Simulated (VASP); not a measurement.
These are PBE GGA with D4 dispersion, VASP's PBE PAW potentials (set 64) (plane waves; VASP) values and carry that method's errors.

VASP ran on this input.

**INCAR**
```
! general
SYSTEM  = CdSe
PREC    = Accurate
ENCUT   = 520   ! plane-wave cut-off (eV)
LREAL   = F
LASPH   = T
ICHARG  = 11   ! fixed density

! electronic loop
EDIFF   = 1E-7
NELM    = 100   ! most electronic steps
ALGO    = Normal   ! blocked Davidson
LMAXMIX = 4   ! l cut-off of mixed one-centre charges

! smearing
ISMEAR  = 0   ! Gaussian
SIGMA   = 0.05   ! width (eV)

! functional
GGA     = PE
IVDW    = 13   ! D4

! output
LWAVE   = F
LCHARG  = F
LORBIT  = 11   ! lm-projected
```

File KPOINTS:
```
k-points along high-symmetry lines
10
Line-mode
Reciprocal
  0.000000   0.000000   0.000000 ! GAMMA
  0.000000   0.500000   0.000000 ! M

  0.000000   0.500000   0.000000 ! M
 -0.333333   0.666667   0.000000 ! K

 -0.333333   0.666667   0.000000 ! K
  0.000000   0.000000   0.000000 ! GAMMA

  0.000000   0.000000   0.000000 ! GAMMA
  0.000000   0.000000   0.500000 ! A

  0.000000   0.000000   0.500000 ! A
  0.000000   0.500000   0.500000 ! L

  0.000000   0.500000   0.500000 ! L
 -0.333333   0.666667   0.500000 ! H

 -0.333333   0.666667   0.500000 ! H
  0.000000   0.000000   0.500000 ! A

  0.000000   0.500000   0.500000 ! L
  0.000000   0.500000   0.000000 ! M

 -0.333333   0.666667   0.500000 ! H
 -0.333333   0.666667   0.000000 ! K
```

### POSCAR
```
CdSe
1
    2.1671150109    -3.7535530627    -0.0000000000
    2.1671150109     3.7535530627     0.0000000000
    0.0000000000     0.0000000000     7.0675718048
Cd Se
2 2
Direct
  0.6666670000   0.3333330000   0.5000722190
  0.3333330000   0.6666670000   0.0000722190
  0.6666670000   0.3333330000   0.8759277810
  0.3333330000   0.6666670000   0.3759277810
```

POTCAR, in this order: Cd Se (PBE.64 set). Program: vasp_std. Read from the step before: CHGCAR.

Output

### OSZICAR
```
       N       E                     dE             d eps       ncg     rms          rms(c)
DAV:   1     0.241012727079E+03    0.24101E+03   -0.17490E+04  3960   0.147E+03
DAV:   2     0.240106316263E+01   -0.23861E+03   -0.23395E+03  4422   0.349E+02
DAV:   3    -0.100799772490E+02   -0.12481E+02   -0.12391E+02  4704   0.793E+01
DAV:   4    -0.101926963236E+02   -0.11272E+00   -0.11265E+00  4398   0.716E+00
DAV:   5    -0.101938005360E+02   -0.11042E-02   -0.11041E-02  4790   0.629E-01
DAV:   6    -0.101938193992E+02   -0.18863E-04   -0.18862E-04  4482   0.723E-02
DAV:   7    -0.101938199159E+02   -0.51668E-06   -0.51666E-06  4754   0.975E-03
DAV:   8    -0.101938199335E+02   -0.17600E-07   -0.17574E-07  3500   0.152E-03
   1 F= -.11456170E+02 E0= -.11456170E+02  d E =-.179342E-14
```

**OUTCAR**
```
 val. band max:        0.7759899802   @ k =   0.0000   0.0000   0.0000

 cond. band min:       1.3947888815   @ k =   0.0000   0.0000   0.0000



 k-point     1 :       0.0000    0.0000    0.0000
  band No.  band energies     occupation
      1     -11.7041      2.00000
      2     -11.3452      2.00000
      3      -7.0815      2.00000
      4      -7.0753      2.00000
      5      -7.0753      2.00000
      6      -7.0114      2.00000
      7      -7.0114      2.00000
      8      -6.7646      2.00000
      9      -6.7646      2.00000
     10      -6.7058      2.00000
     11      -6.7058      2.00000
     12      -6.4504      2.00000
     13      -3.4823      2.00000
     14       0.0403      2.00000
     15       0.0404      2.00000
     16       0.7323      2.00000
     17       0.7760      2.00000
     18       0.7760      2.00000
     19       1.3948      0.00000
     20       2.9533      0.00000
     21       6.6313      0.00000
     22       6.6313      0.00000

 k-point     2 :       0.0000    0.0556    0.0000
  band No.  band energies     occupation
      1     -11.6949      2.00000
      2     -11.3409      2.00000
      3      -7.0793      2.00000
      4      -7.0719      2.00000
      5      -7.0676      2.00000
      6      -7.0075      2.00000
      7      -7.0068      2.00000
      8      -6.7663      2.00000
      9      -6.7648      2.00000
     10      -6.7091      2.00000
     11      -6.7052      2.00000
     12      -6.4448      2.00000
     13      -3.4634      2.00000
     14      -0.1138      2.00000
     15       0.0006      2.00000
     16       0.4312      2.00000
     17       0.7129      2.00000
     18       0.7539      2.00000
     19       1.7298      0.00000
     20       3.1099      0.00000
     21       6.5111      0.00000
     22       6.6802      0.00000

 k-point     3 :       0.0000    0.1111    0.0000
  band No.  band energies     occupation
      1     -11.6678      2.00000
      2     -11.3286      2.00000
...
```

The density is held fixed in this step, so its total energy and stress have no physical meaning.

The compound is CdSe in the wurtzite structure. It was relaxed first.
